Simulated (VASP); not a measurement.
Output of a VASP run:

OSZICAR:
```
...
DAV:   1    -0.144401913081E+02   -0.11704E-02   -0.39356E-02   614   0.147E+00    0.227E-01
DAV:   2    -0.144393793409E+02    0.81197E-03   -0.39585E-03   621   0.695E-01    0.117E-01
DAV:   3    -0.144392206506E+02    0.15869E-03   -0.24357E-04   747   0.172E-01    0.515E-02
DAV:   4    -0.144391406243E+02    0.80026E-04   -0.40443E-04   775   0.113E-01    0.282E-02
DAV:   5    -0.144391346573E+02    0.59669E-05   -0.20613E-05   726   0.366E-02    0.176E-02
DAV:   6    -0.144391307965E+02    0.38608E-05   -0.54073E-06   831   0.229E-02    0.112E-02
DAV:   7    -0.144391253547E+02    0.54419E-05   -0.44622E-06   677   0.179E-02    0.632E-03
DAV:   8    -0.144391252050E+02    0.14971E-06   -0.34588E-07   594   0.566E-03
  26 F= -.14439125E+02 E0= -.14439125E+02  d E =-.104310E-03
       N       E                     dE             d eps       ncg     rms          rms(c)
DAV:   1    -0.144487453752E+02   -0.96200E-02   -0.35208E-01   614   0.439E+00    0.680E-01
DAV:   2    -0.144414776628E+02    0.72677E-02   -0.35231E-02   628   0.207E+00    0.355E-01
DAV:   3    -0.144400723774E+02    0.14053E-02   -0.21493E-03   768   0.512E-01    0.159E-01
DAV:   4    -0.144393797716E+02    0.69261E-03   -0.36545E-03   747   0.338E-01    0.846E-02
DAV:   5    -0.144393435130E+02    0.36259E-04   -0.18976E-04   705   0.111E-01    0.520E-02
DAV:   6    -0.144393166483E+02    0.26865E-04   -0.50224E-05   824   0.697E-02    0.328E-02
DAV:   7    -0.144392805839E+02    0.36064E-04   -0.38847E-05   789   0.532E-02    0.189E-02
DAV:   8    -0.144392791438E+02    0.14401E-05   -0.26183E-06   690   0.159E-02    0.109E-02
DAV:   9    -0.144392781702E+02    0.97363E-06   -0.19156E-06   590   0.103E-02
  27 F= -.14439278E+02 E0= -.14439278E+02  d E =-.257275E-03
       N       E                     dE             d eps       ncg     rms          rms(c)
DAV:   1    -0.144402526765E+02   -0.97353E-03   -0.36379E-02   614   0.141E+00    0.219E-01
DAV:   2    -0.144395126585E+02    0.74002E-03   -0.36319E-03   621   0.666E-01    0.111E-01
DAV:   3    -0.144393668052E+02    0.14585E-03   -0.22307E-04   754   0.165E-01    0.489E-02
DAV:   4    -0.144392924541E+02    0.74351E-04   -0.37018E-04   775   0.108E-01    0.270E-02
DAV:   5    -0.144392865360E+02    0.59181E-05   -0.18759E-05   726   0.349E-02    0.168E-02
DAV:   6    -0.144392826040E+02    0.39319E-05   -0.51455E-06   824   0.220E-02    0.106E-02
DAV:   7    -0.144392771799E+02    0.54241E-05   -0.42747E-06   683   0.173E-02    0.604E-03
DAV:   8    -0.144392770183E+02    0.16165E-06   -0.32767E-07   601   0.547E-03
  28 F= -.14439277E+02 E0= -.14439277E+02  d E =-.256123E-03
       N       E                     dE             d eps       ncg     rms          rms(c)
DAV:   1    -0.144400805376E+02   -0.80336E-03   -0.64233E-02   600   0.169E+00    0.247E-01
DAV:   2    -0.144396048077E+02    0.47573E-03   -0.32572E-03   607   0.538E-01    0.903E-02
DAV:   3    -0.144394466510E+02    0.15816E-03   -0.26353E-04   808   0.150E-01    0.490E-02
DAV:   4    -0.144393747713E+02    0.71880E-04   -0.21725E-04   782   0.901E-02    0.266E-02
DAV:   5    -0.144393633177E+02    0.11454E-04   -0.21114E-05   803   0.306E-02    0.102E-02
DAV:   6    -0.144393577545E+02    0.55632E-05   -0.55545E-06   839   0.143E-02    0.523E-03
DAV:   7    -0.144393550700E+02    0.26845E-05   -0.18118E-06   659   0.103E-02    0.191E-03
DAV:   8    -0.144393547466E+02    0.32333E-06   -0.31050E-07   601   0.509E-03
  29 F= -.14439355E+02 E0= -.14439355E+02  d E =-.777284E-04
```

**OUTCAR**
```
------------------------ aborting loop because EDIFF is reached ----------------------------------------
  FORCE on cell =-STRESS in cart. coord.  units (eV):
  Direction    XX          YY          ZZ          XY          YZ          ZX
  --------------------------------------------------------------------------------------
  Total        0.0123823      0.0123823     -0.0138296      0.0000000      0.0000000     -0.0000000
  in kB        0.2365041      0.2365041     -0.2641470      0.0000000      0.0000000     -0.0000000
  external PRESSURE =       0.0696204 kB  Pullay stress =       0.0000000 kB
  volume of cell :       83.88
      direct lattice vectors                 reciprocal lattice vectors
     1.793827441 -3.107000340 -0.000000000     0.278733611 -0.160926922 -0.000000000
     1.793827441  3.107000340  0.000000000     0.278733611  0.160926922  0.000000000
     0.000000000 -0.000000000  7.525253681     0.000000000 -0.000000000  0.132885886
 POSITION                                       TOTAL-FORCE (eV/Angst)
 -----------------------------------------------------------------------------------
      0.00000     -0.00000      7.52525         0.000000     -0.000000     -0.000000
      1.79383      1.03567      1.22999        -0.000000      0.000000     -0.009933
      1.79383     -1.03567      6.29526         0.000000     -0.000000      0.009933
 -----------------------------------------------------------------------------------
    total drift:                               -0.000000     -0.000000      0.000000
  FREE ENERGIE OF THE ION-ELECTRON SYSTEM (eV)
  ---------------------------------------------------
  free  energy   TOTEN  =       -14.4393547466 eV

  energy  without entropy=      -14.4393547466  energy(sigma->0) =      -14.43935475

 reached required accuracy - stopping structural energy minimisation
```
(Selected blocks of OUTCAR.)

### POSCAR
```
PtS2
1
    1.7944049925    -3.1080006894     0.0000000000
    1.7944049925     3.1080006894    -0.0000000000
   -0.0000000000    -0.0000000000     6.7535533058
Pt S
1 2
Direct
  0.0000000000   0.0000000000   0.0000000000
  0.3333330000   0.6666670000   0.1817646305
  0.6666670000   0.3333330000   0.8182353695
```

Question: Reconstruct the remaining input files.

Answer: This is not unique; one that fits is the input of the run itself, revPBE GGA, plane waves, VASP's PBE PAW potentials (set 64).

**KPOINTS**
```
Automatic mesh
0
gamma
 7 7 3
0 0 0
```

### INCAR
```
ISIF = 3   ! ions, shape and volume
PREC = Accurate
NELM = 100   ! most electronic steps
LWAVE = .False.
IBRION = 2
NSW = 60
ENCUT = 520
ISMEAR = 0   ! Gaussian
EDIFF = 1E-6   ! SCF stop (eV)
LREAL = .False.
ALGO = Normal   ! blocked Davidson
SIGMA = 0.05   ! width (eV)
LMAXMIX = 6   ! l cut-off of mixed one-centre charges
EDIFFG = -0.02
LCHARG = .False.
GGA = RE   ! revPBE
SYSTEM = PtS2
LASPH = .True.   ! aspherical one-centre terms
```

POTCAR, in this order: Pt S (PBE.64 set). Program: vasp_std.

Energy and stress use the plane-wave basis of the starting cell. Without a dispersion term in the relaxation, distances and binding between the weakly bound layers, chains or molecules are unreliable, and so is what depends on them.

The compound is PtS2 in the 1T layered structure. This run relaxes it. Symmetry was kept, so distortions that lower it aren't found. The start is the result of an earlier pass.
